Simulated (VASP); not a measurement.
Input:

```
CELL_PARAMETERS angstrom
      3.38874     0.00000     0.00000
      0.00000     3.38874     0.00000
      0.00000     0.00000     3.38874
ATOMIC_POSITIONS crystal
  Si 0.00000 0.00000 0.00000
  Ni 0.00000 0.50000 0.50000
  Ni 0.50000 0.00000 0.50000
  Ni 0.50000 0.50000 0.00000
```

These are LDA (Ceperley-Alder, Perdew-Zunger), VASP's LDA PAW potentials (set 64) (plane waves; VASP) values and carry that method's errors. Settings: 500 eV cut-off, 9×9×9 Γ-centred mesh, first-order Methfessel-Paxton smearing of 0.10 eV, potentials Si Ni.

Energy and stress use the plane-wave basis of the starting cell.

Problem. The ions, cell shape and volume at an external pressure of 20.0 GPa are relaxed. Give the cell that the relaxation ends in.

Solution. 
```
CELL_PARAMETERS angstrom
      3.35473     0.00000     0.00000
      0.00000     3.35473     0.00000
      0.00000     0.00000     3.35473
ATOMIC_POSITIONS crystal
  Si 0.00000 0.00000 0.00000
  Ni 0.00000 0.50000 0.50000
  Ni 0.50000 0.00000 0.50000
  Ni 0.50000 0.50000 0.00000
```
Space group Pm-3m (221), at a tolerance of 0.03 Å.

Problem. How do energy and volume change from the first to the last step?

Solution. The energy (σ→0) changes by +26.6 meV/atom and the volume by -3.0 %, in 3 ionic steps.

The compound is Ni3Si in the L1_2 structure. This run relaxes it under an external pressure of 20 GPa. Symmetry was kept, so distortions that lower it aren't found. The run is not spin-polarised, so no magnetic state was tried.
